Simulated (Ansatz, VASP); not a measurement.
# Cross-check of TaN between VASP and Ansatz, part 2 of 2

Wanted: the spread between two codes on one cell, functional and k mesh. The cell is taken from a series of runs on this material, whose earlier steps may have relaxed, scaled, displaced or heated it; both programs get it as it stands.

VASP 6.6.1 and Ansatz 0.2.0.

So far: The structure; VASP: zone-centre phonons, PBEsol.

## 2. VASP: zone-centre phonons, PBEsol (continued)

Level of this step: PBEsol; plane waves and PAW (N, Ta_pv) (VASP).

Numbers of over 12 decimals in the logs are rounded to 6 here.

Parts of OUTCAR (step 2):

```text
ion  position               nearest neighbor table
   1  0.395  0.000  0.000-   6 2.02   4 2.12   4 2.12   5 2.12   5 2.12
   2  0.605  0.605  0.000-   6 2.02   5 2.12   5 2.12   4 2.12   4 2.12
   3  0.000  0.395  0.000-   6 2.02   5 2.12   5 2.12   4 2.12   4 2.12
   4  0.333  0.667  0.500-   1 2.12   1 2.12   3 2.12   3 2.12   2 2.12   2 2.12   5 2.95   5 2.95
                             5 2.95   6 3.28   6 3.28   6 3.28   6 3.28   6 3.28   6 3.28
   5  0.667  0.333  0.500-   3 2.12   3 2.12   1 2.12   1 2.12   2 2.12   2 2.12   4 2.95   4 2.95
                             4 2.95   6 3.28   6 3.28   6 3.28   6 3.28   6 3.28   6 3.28
   6  0.000  0.000  0.000-   3 2.02   1 2.02   2 2.02   4 3.28   5 3.28   4 3.28   5 3.28   4 3.28
                             4 3.28   5 3.28   5 3.28   5 3.28   5 3.28   4 3.28   4 3.28

  LATTYP: Found a hexagonal cell.
 ALAT       =     5.1027461861
 C/A-ratio  =     0.5609599271

 Subroutine GETGRP returns: Found 12 space group operations
 (whereof 12 operations were pure point group operations)

The static configuration has the point symmetry D_3h.

 Found     84 irreducible k-points:

   k-points           NKPTS =     84   k-points in BZ     NKDIM =     84   number of bands    NBANDS=     30

   dimension x,y,z NGX =    42 NGY =   42 NGZ =   24
   dimension x,y,z NGXF=    84 NGYF=   84 NGZF=   48

   ENCUT  =  600.0 eV  44.10 Ry    6.64 a.u.  10.19 10.19  5.72*2*pi/ulx,y,z

   NELECT =      48.0000    total number of electrons

 k-points in reciprocal lattice and weights: Automatic mesh
   0.00000000  0.00000000  0.00000000       0.001
   0.11111111 -0.00000000  0.00000000       0.006
   0.22222222  0.00000000  0.00000000       0.006
   0.33333333 -0.00000000  0.00000000       0.006
   0.44444444  0.00000000  0.00000000       0.006
   0.11111111  0.11111111  0.00000000       0.006
   0.22222222  0.11111111  0.00000000       0.012
   0.33333333  0.11111111  0.00000000       0.012
   0.44444444  0.11111111  0.00000000       0.006
[...]
-----------------------------------------------------------------------------------
    total drift:                               -0.000000     -0.000001     -0.000000

 Eigenvectors and eigenvalues of the dynamical matrix
 ----------------------------------------------------

   1 f  =   22.804187 THz   143.282932 2PiTHz  760.665794 cm-1    94.310496 meV
             X         Y         Z           dx          dy          dz
      2.016583  0.000000  0.000000    -0.000000   -0.577350    0.000000
      1.543081  2.672695  0.000000    -0.500000    0.288675    0.000000
     -1.008292  1.746412  0.000000     0.500000    0.288675   -0.000000
     -0.000000  2.946072  1.431218    -0.000000   -0.000000   -0.000000
      2.551373  1.473036  1.431218    -0.000000    0.000000    0.000000
      0.000000  0.000000  0.000000     0.000000    0.000000   -0.000000

   2 f  =   20.777593 THz   130.549470 2PiTHz  693.065916 cm-1    85.929183 meV
             X         Y         Z           dx          dy          dz
      2.016583  0.000000  0.000000     0.646551   -0.140852   -0.000000
      1.543081  2.672695  0.000000     0.214005    0.637055    0.000000
     -1.008292  1.746412  0.000000    -0.243409   -0.126493   -0.000000
     -0.000000  2.946072  1.431218    -0.023280    0.021520   -0.000000
      2.551373  1.473036  1.431218     0.007991   -0.030679    0.000000
      0.000000  0.000000  0.000000    -0.156393   -0.093690    0.000000

   3 f  =   20.777593 THz   130.549470 2PiTHz  693.065916 cm-1    85.929183 meV
             X         Y         Z           dx          dy          dz
      2.016583  0.000000  0.000000     0.387325    0.235119   -0.000000
      1.543081  2.672695  0.000000    -0.390582   -0.197426    0.000000
     -1.008292  1.746412  0.000000     0.372967   -0.654840    0.000000
     -0.000000  2.946072  1.431218     0.021520    0.023280    0.000000
      2.551373  1.473036  1.431218    -0.030679   -0.007991   -0.000000
      0.000000  0.000000  0.000000    -0.093690    0.156393   -0.000000

   4 f  =   19.619467 THz   123.272744 2PiTHz  654.434963 cm-1    81.139558 meV
             X         Y         Z           dx          dy          dz
      2.016583  0.000000  0.000000     0.217568    0.385121   -0.000000
      1.543081  2.672695  0.000000     0.426219    0.009873   -0.000000
     -1.008292  1.746412  0.000000     0.646868    0.378194    0.000000
     -0.000000  2.946072  1.431218    -0.117319   -0.102844    0.000000
      2.551373  1.473036  1.431218    -0.146029   -0.054919   -0.000000
      0.000000  0.000000  0.000000    -0.095663   -0.057309    0.000000

   5 f  =   19.619467 THz   123.272744 2PiTHz  654.434963 cm-1    81.139558 meV
             X         Y         Z           dx          dy          dz
      2.016583  0.000000  0.000000     0.130338   -0.642869    0.000000
      1.543081  2.672695  0.000000     0.505586   -0.434218    0.000000
     -1.008292  1.746412  0.000000     0.137265   -0.213568   -0.000000
     -0.000000  2.946072  1.431218    -0.102844    0.117319   -0.000000
      2.551373  1.473036  1.431218    -0.054919    0.146029   -0.000000
      0.000000  0.000000  0.000000    -0.057309    0.095663   -0.000000

   6 f  =   19.569314 THz   122.957624 2PiTHz  652.762039 cm-1    80.932142 meV
             X         Y         Z           dx          dy          dz
      2.016583  0.000000  0.000000     0.577350   -0.000000   -0.000000
      1.543081  2.672695  0.000000    -0.288675   -0.500000    0.000000
     -1.008292  1.746412  0.000000    -0.288675    0.500000   -0.000000
     -0.000000  2.946072  1.431218    -0.000000    0.000000    0.000000
      2.551373  1.473036  1.431218    -0.000000    0.000000   -0.000000
      0.000000  0.000000  0.000000    -0.000000    0.000000    0.000000

   7 f  =   19.339431 THz   121.513230 2PiTHz  645.093985 cm-1    79.981425 meV
             X         Y         Z           dx          dy          dz
      2.016583  0.000000  0.000000     0.000000    0.000000    0.553454
      1.543081  2.672695  0.000000    -0.000000    0.000000    0.553454
     -1.008292  1.746412  0.000000     0.000000    0.000000    0.553454
     -0.000000  2.946072  1.431218     0.000000   -0.000000   -0.194706
      2.551373  1.473036  1.431218    -0.000000   -0.000000   -0.194706
      0.000000  0.000000  0.000000     0.000000    0.000000   -0.072432

   8 f  =   18.805703 THz   118.159717 2PiTHz  627.290731 cm-1    77.774103 meV
             X         Y         Z           dx          dy          dz
      2.016583  0.000000  0.000000    -0.000000   -0.000000   -0.689303
      1.543081  2.672695  0.000000     0.000000   -0.000000    0.723658
     -1.008292  1.746412  0.000000     0.000000    0.000000   -0.034356
     -0.000000  2.946072  1.431218    -0.000000    0.000000   -0.000000
      2.551373  1.473036  1.431218    -0.000000   -0.000000    0.000000
      0.000000  0.000000  0.000000     0.000000   -0.000000   -0.000000

   9 f  =   18.805703 THz   118.159717 2PiTHz  627.290731 cm-1    77.774103 meV
             X         Y         Z           dx          dy          dz
      2.016583  0.000000  0.000000    -0.000000   -0.000000   -0.437640
      1.543081  2.672695  0.000000    -0.000000   -0.000000   -0.378134
     -1.008292  1.746412  0.000000     0.000000   -0.000000    0.815773
     -0.000000  2.946072  1.431218     0.000000    0.000000    0.000000
      2.551373  1.473036  1.431218     0.000000    0.000000   -0.000000
      0.000000  0.000000  0.000000    -0.000000    0.000000   -0.000000

  10 f  =    7.394622 THz    46.461781 2PiTHz  246.658044 cm-1    30.581686 meV
             X         Y         Z           dx          dy          dz
      2.016583  0.000000  0.000000     0.001448    0.024032    0.000000
      1.543081  2.672695  0.000000    -0.021889    0.011056   -0.000000
     -1.008292  1.746412  0.000000     0.001017   -0.002667   -0.000000
     -0.000000  2.946072  1.431218    -0.550609   -0.428521    0.000000
      2.551373  1.473036  1.431218     0.637587    0.283343   -0.000000
      0.000000  0.000000  0.000000    -0.081600    0.136200    0.000000

  11 f  =    7.394622 THz    46.461781 2PiTHz  246.658044 cm-1    30.581686 meV
             X         Y         Z           dx          dy          dz
      2.016583  0.000000  0.000000     0.002418   -0.014398    0.000000
      1.543081  2.672695  0.000000    -0.010558    0.008940    0.000000
     -1.008292  1.746412  0.000000    -0.024281   -0.013966   -0.000000
     -0.000000  2.946072  1.431218     0.428521   -0.550609   -0.000000
      2.551373  1.473036  1.431218    -0.283343    0.637587    0.000000
      0.000000  0.000000  0.000000    -0.136200   -0.081600   -0.000000

  12 f  =    6.174955 THz    38.798387 2PiTHz  205.974329 cm-1    25.537551 meV
             X         Y         Z           dx          dy          dz
      2.016583  0.000000  0.000000     0.000000   -0.000000    0.000000
      1.543081  2.672695  0.000000     0.000000    0.000000    0.000000
     -1.008292  1.746412  0.000000    -0.000000    0.000000   -0.000000
     -0.000000  2.946072  1.431218     0.000000   -0.000000    0.707107
      2.551373  1.473036  1.431218    -0.000000   -0.000000   -0.707107
      0.000000  0.000000  0.000000     0.000000    0.000000   -0.000000

  13 f  =    5.955445 THz    37.419163 2PiTHz  198.652255 cm-1    24.629729 meV
             X         Y         Z           dx          dy          dz
      2.016583  0.000000  0.000000     0.087215   -0.037175   -0.000000
      1.543081  2.672695  0.000000     0.014007    0.094531   -0.000000
     -1.008292  1.746412  0.000000    -0.063450   -0.034721   -0.000000
     -0.000000  2.946072  1.431218    -0.272797   -0.322705   -0.000000
      2.551373  1.473036  1.431218    -0.413210   -0.088399    0.000000
      0.000000  0.000000  0.000000     0.675155    0.404600    0.000000
    [... 43 further lines ...]
      2.551373  1.473036  1.431218     0.553765   -0.051393   -0.000000
      0.000000  0.000000  0.000000     0.554017   -0.051465   -0.000000

 ELASTIC MODULI CONTR FROM IONIC RELAXATION (kBar)
 Direction    XX          YY          ZZ          XY          YZ          ZX
 --------------------------------------------------------------------------------
 XX        -674.7548    262.0742     83.2713     -0.0000      0.0000     -0.0000
 YY         262.0742   -674.7548     83.2713     -0.0000     -0.0000      0.0000
 ZZ          83.2713     83.2713    -33.6052      0.0000      0.0000     -0.0000
 XY          -0.0000     -0.0000      0.0000   -468.4172     -0.0000     -0.0000
 YZ           0.0000     -0.0000      0.0000     -0.0000    -55.0224     -0.0000
 ZX          -0.0000      0.0000     -0.0000     -0.0000     -0.0000    -46.0805
 --------------------------------------------------------------------------------
```

## 3. Ansatz: zone-centre phonons, PBEsol

Ansatz runs on its PAW soft_1 files.

The same cell, functional, mesh and smearing now go to Ansatz, which takes its cutoff from its data sets.

The input, input.yaml:

```yaml
crystal:
  lattice:
    - [5.1027461861, 0.0, 0.0]
    - [-2.551373093, 4.4191078262, 0.0]
    - [0.0, 0.0, 2.8624361287]
  atoms:
    - { symbol: "N", position: [0.3951956832, 0.0, 0.0] }
    - { symbol: "N", position: [0.6048043168, 0.6048043168, 0.0] }
    - { symbol: "N", position: [0.0, 0.3951956832, 0.0] }
    - { symbol: Ta, position: [0.3333333333, 0.6666666667, 0.5] }
    - { symbol: Ta, position: [0.6666666667, 0.3333333333, 0.5] }
    - { symbol: Ta, position: [0.0, 0.0, 0.0] }
kpoints:
  mp_grid: { grid: [9, 9, 12] }
hamiltonian:
  xc: pbesol
  pseudopotentials: { kind: paw, azcp: { folder: soft_1 }, xc_functional: pbe }
scf:
  occupations: { method: methfessel_paxton, width: 0.2 }
output:
  eigenvalues: true
phonons:
  method: dfpt
```

The run is started by

```bash
$ ansatz run input.yaml --threads 8 --pin off --max-ram 16384MiB --backend cpu --events-out ev --progress --plain --runs-dir out
```

The log of the run:

```text
zone centre: on kpoints.mp_grid the ground state, and the responses unless they are solved on pairs of k-points, stand on 287 of the mesh's 972 k-points, reduced under 2 symmetry operations, with k and −k counted as one. Each operation leaves every solved displacement unchanged or reverses it
Engine: ansatz 0.2.0, aarch64-unknown-linux-gnu
Pseudopotentials: kind: paw
Pseudopotential: N, paw, valence charge 5, recommended cutoff 420 eV (normal), soft_1/N.paw.azcp
Pseudopotential: Ta, paw, valence charge 13, recommended cutoff 420 eV (normal), soft_1/Ta.paw.azcp
Functional definition: PBEsol
  exchange = pbesol_x
  correlation = pbesol_c
Crystal: 6 atoms, lattice volume = 64.547 Å³
Basis set: ecut = 420 eV, 1287 PW (Γ), exchange–correlation on 72×72×40 points (8 copies of the dense FFT grid, shifted against one another)
Bands: 33, of which v1, the nominal top of the filled ones, is band 27 counted from 1 (26 counted from 0)
Symmetry: 12 space group operations
k-points: 287 of 972 (irreducible under 2 space group operations, time reversal used)
Non-local potential: N, projectors of the file, l = 0: 2, l = 1: 2, l = 2: 1
Non-local potential: Ta, projectors of the file, l = 0: 3, l = 1: 2, l = 2: 2, l = 3: 1
PAW form: soft (Blöchl's): semilocal exchange-correlation on the pseudo side does not see the compensation charge
PAW frozen core: N, regenerated for the run's functional, and the local potential with it (the file was generated under x = pbe(κ = 0.804, μ = 0.219515), c = pbe(β = 0.066725))
PAW frozen core: Ta, regenerated for the run's functional, and the local potential with it (the file was generated under x = pbe(κ = 0.804, μ = 0.219515), c = pbe(β = 0.066725))
PAW one-centre angular grid: N, 110 points (default); XC on 64 Gauss nodes
PAW one-centre angular grid: Ta, 590 points (default); XC on 64 Gauss nodes
Initial density: superposition of atomic densities (chi_scale 0.1, normalization cell, long waves kept (reshape's long-wave potential 0.01 eV rms))
Initial wavefunctions: pseudopotential atomic-orbital guess
Functional: x = pbesol(κ = 0.804, μ = 0.123457), c = pbesol(β = 0.046)
SCF iter   1: F=—  HF=-30566.381459 eV  |F-HF|=—  |Δ(HF+E_count)|=         —  Δρ=6.92e-2  dr2=3.62e0  ethr=3.10e-3  ⟨swp⟩=4.7  Hψ=36939  notcnv=0
preconditioner: auto → Resta (q_TF=auto, 2.648 Å⁻¹)  ε∞=7.1  [insulator: Δε(μ)=0.137 eV  Ē_g=10.274 eV  σ=0.200 eV  W_gap=0.54  n_scr=26 (ndim 8)  ℏωp=25.3 eV  f_vac=0.000  D(μ)=0.19/eV (n_scr^D=0)  ε∞_Penn≈7.1]
SCF iter   2: F=—  HF=-30565.664813 eV  |F-HF|=—  |Δ(HF+E_count)|=   7.17e-1  S|Δr|=    0.00e0  Δρ=3.15e-2  dr2=3.12e-1  ethr=3.10e-3  ⟨swp⟩=2.0  Hψ=17064  notcnv=0  defer=349
preconditioner: auto → Kerker (q_TF=auto, 2.648 Å⁻¹)  [metal: Δε(μ)=0.045 eV  Ē_g=9.932 eV  σ=0.200 eV  W_gap=0.19  n_scr=26 (ndim 8)  ℏωp=25.3 eV  f_vac=0.000  D(μ)=0.38/eV (n_scr^D=0)]
SCF iter   3: F=—  HF=-30565.637817 eV  |F-HF|=—  |Δ(HF+E_count)|=   2.70e-2  S|Δr|=    0.00e0  Δρ=1.52e-2  dr2=7.79e-2  ethr=5.79e-4  ⟨swp⟩=1.0  Hψ=9122  notcnv=0  defer=349
SCF iter   4: F=—  HF=-30565.628959 eV  |F-HF|=—  |Δ(HF+E_count)|=   8.86e-3  S|Δr|=    0.00e0  Δρ=1.87e-3  dr2=2.24e-3  ethr=1.44e-4  ⟨swp⟩=2.0  Hψ=12368  notcnv=0  defer=349
SCF iter   5: F=—  HF=-30565.628634 eV  |F-HF|=—  |Δ(HF+E_count)|=   3.25e-4  S|Δr|=    0.00e0  Δρ=6.61e-4  dr2=2.81e-4  ethr=4.16e-6  ⟨swp⟩=2.5  Hψ=13999  notcnv=0  defer=339
SCF iter   6: F=—  HF=-30565.628574 eV  |F-HF|=—  |Δ(HF+E_count)|=   6.03e-5  S|Δr|=    0.00e0  Δρ=1.26e-4  dr2=1.18e-5  ethr=5.20e-7  ⟨swp⟩=2.0  Hψ=13145  notcnv=0  defer=339
SCF iter   7: F=—  HF=-30565.628570 eV  |F-HF|=—  |Δ(HF+E_count)|=   3.24e-6  S|Δr|=    0.00e0  Δρ=2.39e-5  dr2=3.38e-7  ethr=2.18e-8  ⟨swp⟩=2.0  Hψ=13437  notcnv=0  defer=339
SCF iter   8: F=—  HF=-30565.628576 eV  |F-HF|=—  |Δ(HF+E_count)|=   5.54e-6  S|Δr|=    0.00e0  Δρ=4.18e-6  dr2=1.30e-8  ethr=6.25e-10  ⟨swp⟩=2.0  Hψ=13630  notcnv=0  defer=339
SCF iter   9: F=—  HF=-30565.628576 eV  |F-HF|=—  |Δ(HF+E_count)|=   2.32e-9  S|Δr|=    0.00e0  Δρ=7.11e-7  dr2=2.95e-10  ethr=2.40e-11  ⟨swp⟩=2.0  Hψ=12751  notcnv=0  defer=339
SCF iter  10: F=-30565.628576 eV  HF=-30565.628576 eV  |F-HF|=1.82e-11  |Δ(HF+E_count)|=  7.28e-12  S|Δr|=    0.00e0  Δρ=1.05e-7  dr2=3.29e-12  ethr=1.00e-12  ⟨swp⟩=9.8  Hψ=53733  notcnv=0
SCF 1 converged in 10 iterations: F = -30565.628576 eV  dr2 = 3.29e-12
  greatest PAW one-centre occupation: 0.999 electrons in one spin orbital (limit 2), on the Ta atom at site 4 (counted from 0), in its partial waves of l = 0
DFPT response loops at Γ: preconditioner auto → Kerker (q_TF=auto, 2.648 Å⁻¹) (partly filled bands, converged f_vac=0.000); β = 1.00, the filter's whole step (`scf.mixing.beta` (0.50) is not read by the response loops under this deck's `scf.mixing.preconditioner`; to damp them name `kerker` or `kerker_dos`, under which they read `scf.mixing.beta`, and type it under 1.00, their step now; both keys bind the ground state too); Broyden in place of MSR1
SCF converged after 10 iterations
Stability not checked: this state was not tested for a lower state beside it, because cold or Methfessel-Paxton smearing, or corrected tetrahedra, fill the levels in a way that the test cannot read (fill_not_monotonic; see scf.lower_state_search)
Free energy (F): -30565.628576 eV
Harris-Foulkes:  -30565.628576 eV  (|F-HF|=1.82e-11)
Internal energy: -30565.631717 eV  (E = F + TS)
E sigma→0 (E₀):  -30565.629361 eV
Entropy (-TS):   0.003141 eV (0.523 meV/atom)
Fermi energy:    20.746457 eV
Step filling:    the computed levels leave a gap of 0.0141 eV = 0.1 smearing widths at the electron count; against every level under it full and every level over it empty, smearing changes F+E_penalty+E_count by +0.593 meV and its σ→0 estimate by -0.192 meV
--- Per-component energies (eV) ---
  E_band       = -172.007474
  E_kinetic    = 1580.226453
  E_local      = -1887.683704  (includes V_loc(G=0)·N_el)
  E_nonlocal   = 81.057439
  E_hartree    = 682.677969
  E_xc         = -1139.207789
  E_vxc        = -933.346817  (∫ρ·V_xc dr)
  E_paw        = -24915.480204  (= ΣΔE_a)
  E_vpaw       = -377.619706  (= ΣTr[D̂ρ^β])
  E_aug_tail   = 0.002912  (compensation charges beyond the density's cutoff)
  E_ewald      = -4967.950228
  E_core_change = 0.725435  (= ΣΔE_core)
  E_smearing   = 0.003141  (= −TS)
  E_closure    = 0.000000  (closes the sum)
  Σ components = -30565.628576   (vs F -30565.628576, Δ=0.00e0)
--- Band table (eV; the first three rows and the last of 287) ---
  k-point 0: bands = [... 23 lower, 16.2335, 17.2194, 18.6575, 19.6573, 19.6573, 21.2264, 21.2264, 22.6836, ... 2 higher]
  k-point 1: bands = [... 23 lower, 15.8450, 17.4625, 19.0199, 19.2893, 19.2893, 21.6948, 21.6948, 22.7583, ... 2 higher]
  k-point 2: bands = [... 23 lower, 15.2190, 18.2216, 18.8616, 18.8616, 19.8716, 22.1597, 22.1597, 22.7569, ... 2 higher]
  k-point 286: bands = [... 23 lower, 16.4757, 17.2463, 18.4285, 19.5395, 21.8572, 22.3573, 23.6573, 23.6756, ... 2 higher]
--- Phonons (Γ-DFPT): 7 representative perturbations + reference, on 287 of 972 k-points (Σ response iterations 22) ---
  k mesh reduced under 2 symmetry operations, with k and −k counted as one. Each operation leaves every solved displacement unchanged or reverses it
  ASR residual: 3.694e-5 → 0.000e0 eV/Å²; symmetrization residual: 2.189e-6 eV/Å²
  ASR residual per site (eV/Å²): 3.69e-5 3.50e-5 3.50e-5 2.28e-5 2.28e-5 2.47e-5
  Γ frequencies (cm⁻¹): 0.00 0.00 0.00 153.46 198.50 198.50 205.11 246.22 246.22 623.18 623.18 642.30 646.72 649.65 649.65 687.79 687.79 756.38
  non-analytic LO–TO correction: not included (Born effective charges unavailable; polar crystals: no LO–TO splitting at Γ)
```

## 4. Side by side

Known differences besides the potentials themselves: the data sets hold 54 valence electrons in Ansatz (on its PAW soft_1 files) and 48 in VASP; the cutoff is 420 eV in Ansatz and 600 eV in VASP; Ansatz makes its cores anew for this functional, VASP keeps those of its PBE data sets. Total energies have different zeros and are not compared.

The two programs side by side:

| quantity | Ansatz | VASP | difference |
| --- | --- | --- | --- |
| optical mode 1 (cm⁻¹) | 153.5 | 153.0 | +0.32 % |
| optical mode 2 to 3 (cm⁻¹) | 198.5 | 198.7 | -0.08 % |
| optical mode 4 (cm⁻¹) | 205.1 | 206.0 | -0.42 % |
| optical mode 5 to 6 (cm⁻¹) | 246.2 | 246.7 | -0.18 % |
| optical mode 7 to 8 (cm⁻¹) | 623.2 | 627.3 | -0.66 % |
| optical mode 9 (cm⁻¹) | 642.3 | 645.1 | -0.43 % |
| optical mode 10 (cm⁻¹) | 646.7 | 652.8 | -0.93 % |
| optical mode 11 to 12 (cm⁻¹) | 649.6 | 654.4 | -0.73 % |
| optical mode 13 to 14 (cm⁻¹) | 687.8 | 693.1 | -0.76 % |
| optical mode 15 (cm⁻¹) | 756.4 | 760.7 | -0.56 % |

Modes are paired by rising frequency, not by their patterns, so a pair may set unlike modes beside each other; they are those without the splitting of longitudinal modes.

## 5. Results

```
r.m.s. difference of the optical zone-centre modes, each program's sorted by frequency (zone-centre phonons, PBEsol) : 3.6 cm⁻¹
difference in optical mode 10 (zone-centre phonons, PBEsol)                                                          : -0.9 %
```

In words: The r.m.s. difference of the optical zone-centre modes, each program's sorted by frequency is 3.6 cm⁻¹ (zone-centre phonons, PBEsol). The data sets hold unlike numbers of valence electrons (54 in Ansatz and 48 in VASP), so part of the differences comes from the potentials. Among the rows given in per cent, the largest difference of the zone-centre phonons, PBEsol pair is in optical mode 10, -0.9 %. How closely two codes agree says nothing of how well the functional describes the real material.

[Lines on the potential files, build, host, timing and source positions are cut from VASP's logs without a mark.]

[Logs are printed without paths, hosts, clocks, repeated set-up lines and the standing remarks that a program may print on its own settings, such as how far it seeks lower states.]

[Hosts, paths, dates, database ids (printed as entryN), source tags and the programs' standing remarks are cut or masked in the printed files.]
